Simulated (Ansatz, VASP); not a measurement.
**GaGe: VASP beside Ansatz**

```
Ge Ga
1.0
     0.00000    2.89784    2.89784
     2.89784    0.00000    2.89784
     2.89784    2.89784    0.00000
Ge Ga
1 1
Direct
  0.00000 0.00000 0.00000
  0.25000 0.25000 0.25000
```

The cell comes from a database or a generator and needn't be the stable form of this composition.

Alike in both runs: task single point; functional PBE; k mesh 5 × 5 × 5; occupations fermi-dirac, width 0.03 eV; no spin polarisation.

|  | VASP | Ansatz |
| --- | --- | --- |
| version | VASP 6.6.1 | Ansatz 0.2.0 |
| potentials or method | VASP PAW PBE potentials, release 64 (Ge_d, Ga_d), cutoff 520 eV | all-electron LAPW, scalar-relativistic |

|  | VASP | Ansatz | Ansatz less VASP |
| --- | --- | --- | --- |
| gap on the k mesh at the Fermi level (eV) | none | none | - |
| pressure (GPa) | -0.1 | -0.2 | -0.04 |

A gap of «none» marks a metal or a gap that the smearing closes. Ansatz ran all-electron here, so the differences hold the error of VASP's frozen core and of both bases.

Caveats: the k mesh is coarse (spacing up to 0.38 Å⁻¹), so the values aren't converged; the k mesh is thin for a metal, which can move the energy by tens of meV per atom (Ansatz).
